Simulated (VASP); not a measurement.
```
CELL_PARAMETERS angstrom
      0.00000     2.26000     2.26000
      2.26000     0.00000     2.26000
      2.26000     2.26000     0.00000
ATOMIC_POSITIONS crystal
  Hf 0.00000 0.00000 0.00000
  N  0.50000 0.50000 0.50000
```

These are vdW-DF-cx, VASP's PBE PAW potentials (set 64) (plane waves; VASP 6.6.1) values and carry that method's errors. Settings: 520 eV cut-off, 13×13×13 Γ-centred mesh, first-order Methfessel-Paxton smearing of 0.10 eV, potentials Hf_pv N.

Problem. The ions, cell shape and volume are relaxed. Give the cell that the relaxation ends in.

Solution. 
```
CELL_PARAMETERS angstrom
      0.00000     2.25129     2.25129
      2.25129     0.00000     2.25129
      2.25129     2.25129     0.00000
ATOMIC_POSITIONS crystal
  Hf 0.00000 0.00000 0.00000
  N  0.50000 0.50000 0.50000
```
Space group Fm-3m (225), at a tolerance of 0.03 Å.

Problem. How do energy and volume change from the first to the last step?

Solution. The energy (σ→0) changes by -1.4 meV/atom and the volume by -1.2 %, in 3 ionic steps.

The compound is HfN in the rock salt structure. This run relaxes it. Symmetry was kept, so distortions that lower it aren't found. The electron count is odd and the run is not spin-polarised, which forces a metal.
